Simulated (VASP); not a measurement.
Output of a VASP run:

### OSZICAR
```
       N       E                     dE             d eps       ncg     rms          rms(c)
DAV:   1    -0.777851396908E+02   -0.77785E+02   -0.11565E-01  1600   0.563E+00    0.685E-01
DAV:   2    -0.782753002777E+02   -0.49016E+00   -0.41275E+00  1592   0.346E+01    0.329E+00
DAV:   3    -0.777286811601E+02    0.54662E+00   -0.22017E+00  1583   0.262E+01    0.579E-01
DAV:   4    -0.777503547342E+02   -0.21674E-01   -0.27022E-01  1560   0.440E+00    0.334E-01
DAV:   5    -0.777567613283E+02   -0.64066E-02   -0.69512E-02  1568   0.121E+00    0.179E-01
DAV:   6    -0.777592961617E+02   -0.25348E-02   -0.30521E-02  1592   0.772E-01    0.913E-02
DAV:   7    -0.777605545483E+02   -0.12584E-02   -0.14918E-02  1568   0.426E-01    0.494E-02
DAV:   8    -0.777612664458E+02   -0.71190E-03   -0.71520E-03  1488   0.274E-01    0.245E-02
DAV:   9    -0.777616318534E+02   -0.36541E-03   -0.37113E-03  1240   0.136E-01    0.155E-02
DAV:  10    -0.777618226529E+02   -0.19080E-03   -0.18845E-03   984   0.155E-01    0.119E-02
DAV:  11    -0.777619160665E+02   -0.93414E-04   -0.91871E-04  1360   0.862E-02    0.881E-03
DAV:  12    -0.777619660491E+02   -0.49983E-04   -0.49709E-04   968   0.776E-02    0.114E-02
DAV:  13    -0.777619974416E+02   -0.31393E-04   -0.29483E-04   904   0.577E-02    0.686E-03
DAV:  14    -0.777620134943E+02   -0.16053E-04   -0.15158E-04   856   0.443E-02    0.143E-02
DAV:  15    -0.777620227473E+02   -0.92530E-05   -0.87411E-05   832   0.385E-02    0.243E-03
DAV:  16    -0.777620284697E+02   -0.57223E-05   -0.54452E-05   805   0.276E-02    0.119E-02
DAV:  17    -0.777620331293E+02   -0.46596E-05   -0.39746E-05   802   0.491E-02    0.264E-03
DAV:  18    -0.777620351004E+02   -0.19711E-05   -0.18973E-05   778   0.205E-02    0.122E-02
DAV:  19    -0.777620365618E+02   -0.14613E-05   -0.11776E-05   751   0.407E-02    0.311E-03
DAV:  20    -0.777620371967E+02   -0.63494E-06   -0.64502E-06   751   0.152E-02
   1 F= -.77762037E+02 E0= -.77761274E+02  d E =-.228835E-02
```

### OUTCAR
```
------------------------ aborting loop because EDIFF is reached ----------------------------------------
  FORCE on cell =-STRESS in cart. coord.  units (eV):
  Direction    XX          YY          ZZ          XY          YZ          ZX
  --------------------------------------------------------------------------------------
  Total       -2.8760724     -2.8760721     -0.1034744      0.0000000     -0.0000000      0.0000000
  in kB      -24.8712170    -24.8712146     -0.8948085      0.0000000     -0.0000000      0.0000000
  external PRESSURE =     -16.8790800 kB  Pullay stress =       0.0000000 kB
  volume of cell :      185.27
      direct lattice vectors                 reciprocal lattice vectors
     2.749268100  0.000000000  0.000000000     0.363733170  0.210001453  0.000000000
    -1.374634050  2.380935902  0.000000000     0.000000000  0.420002907  0.000000000
     0.000000000  0.000000000 28.304048440     0.000000000  0.000000000  0.035330635
 POSITION                                       TOTAL-FORCE (eV/Angst)
 -----------------------------------------------------------------------------------
      1.37464      0.79364     10.76405        -0.000000      0.000000     -0.002026
     -0.00000      1.58729      8.67761        -0.000000      0.000000      0.002508
      1.37464      0.79364     15.22307        -0.000000      0.000000      0.000886
     -0.00000      1.58729     13.08098         0.000000     -0.000000     -0.000886
      1.37464      0.79364     19.62643         0.000000     -0.000000     -0.002508
     -0.00000      1.58729     17.54000         0.000000      0.000000      0.002026
 -----------------------------------------------------------------------------------
    total drift:                                0.000000      0.000000      0.000000
  FREE ENERGIE OF THE ION-ELECTRON SYSTEM (eV)
  ---------------------------------------------------
  free  energy   TOTEN  =       -77.7620371967 eV

  energy  without entropy=      -77.7597488420  energy(sigma->0) =      -77.76127441

 total charge

# of ion       s       p       d       tot
------------------------------------------
    1        0.635   0.699   4.917   6.251
    2        0.635   0.536   4.877   6.048
    3        0.630   0.685   4.893   6.207
    4        0.630   0.685   4.893   6.207
    5        0.635   0.536   4.877   6.048
    6        0.635   0.699   4.917   6.251
--------------------------------------------------
tot          3.800   3.840  29.374  37.014
```
(Selected blocks of OUTCAR.)

### POSCAR
```
Re(001) slab
1
    2.7492680996     0.0000000000     0.0000000000
   -1.3746340498     2.3809359021     0.0000000000
    0.0000000000     0.0000000000    28.3040484397
Re
6
Direct
  0.6666670000   0.3333330000   0.3803006608
  0.3333330000   0.6666670000   0.3065856011
  0.6666670000   0.3333330000   0.5378405767
  0.3333330000   0.6666670000   0.4621594233
  0.6666670000   0.3333330000   0.6934143989
  0.3333330000   0.6666670000   0.6196993392
```

Write an INCAR and KPOINTS that could have produced this output.

One answer among several that fit: the input of the run itself, PBEsol GGA, plane waves, VASP's PBE PAW potentials (set 64).

File KPOINTS:
```
K-points
0
Gamma
11 11 1
```

INCAR:
```
SYSTEM = Re(001) slab
PREC = Normal
ENCUT = 400
EDIFF = 1E-6
NELM = 100
ALGO = Normal
LREAL = .FALSE.
LASPH = .TRUE.
ISMEAR = 1
SIGMA = 0.1
GGA = PS
LMAXMIX = 6
LWAVE = .FALSE.
LCHARG = .FALSE.
NELMIN = 4
LDIPOL = .TRUE.
IDIPOL = 3
DIPOL = 0.5 0.5 0.5
LVHAR = .TRUE.
LORBIT = 11
```

POTCAR, in this order: Re (PBE.64 set). Program: vasp_std. Read from the step before: WAVECAR.

The cell is a thin slab with vacuum, built from Re (hcp): (001) face. VASP warned that the highest band is occupied, so more bands are needed.
